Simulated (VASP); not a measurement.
CdS (wurtzite): the lattice constant c from VASP (plane waves, PAW) at several levels of theory. Static lattice.  The measured value holds thermal and zero-point effects that the static calculation lacks.

| level | lattice constant c (Å) | error against measurement |
|---|---|---|
| LDA | 6.646 | -1.0 % |
| PBE | 6.833 | +1.8 % |
| PBEsol | 6.719 | +0.1 % |
| SCAN | 6.756 | +0.6 % |
| r2SCAN | 6.776 | +0.9 % |

Measured: 6.714 Å (as given by Ankan Biswas et al., Journal of Physics Conference Series (2022), arXiv:2106.08875).

The cell of the LDA run:

```xyz
4
Lattice="2.0443 -3.5408 0.0000 2.0443 3.5408 0.0000 0.0000 0.0000 6.6461" Properties=species:S:1:pos:R:3 pbc="T T T"
Cd     2.0443    -1.1803     3.3234
Cd     2.0443     1.1803     0.0004
S      2.0443    -1.1803     5.8282
S      2.0443     1.1803     2.5052
```

Only levels that ran to the end are used. Left out are those held back, those with too coarse a band path, GW runs whose mesh misses a band edge, hybrids' fits of cells that aren't cubic and levels without matching references; a question may draw on a part of the rest.

The compound is CdS in the wurtzite structure.
